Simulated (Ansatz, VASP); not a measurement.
Two plane-wave programs on HfGe

```xyz
2
Lattice="3.2841 0.0000 0.0000 0.0000 3.2841 0.0000 0.0000 0.0000 4.1084" Properties=species:S:1:pos:R:3 pbc="T T T"
Hf    1.6420    1.6420    0.0000
Ge    0.0000    0.0000    0.0000
```

Change from the starting cell: strain = 0.02.

Alike in both runs: task single point; functional PBE; k mesh 8 × 8 × 7; occupations fermi-dirac, width 0.05 eV; no spin polarisation.

|  | VASP | Ansatz |
| --- | --- | --- |
| version | VASP 6.6.1 | Ansatz 0.2.0 |
| potentials or method | VASP PAW PBE potentials, release 64 (Hf_pv, Ge_d) | Ansatz PAW |
| plane-wave cutoff (eV) | 520 | 420 |
| valence electrons in the cell | 24 | 40 |

```csv
,VASP,Ansatz,Ansatz less VASP
gap on the k mesh at the Fermi level (eV),none,none,-
pressure (GPa),48.4,48.4,-0.03
largest component of the traceless stress (GPa),49.97,49.96,-0.009
```

A gap of «none» marks a metal or a gap that the smearing closes. With one functional, cell and mesh, what is left measures potentials, basis and numerics. The two sets of potentials don't hold the same shells in valence.

The runs have no spin-orbit coupling, so splittings on Hf are missing.
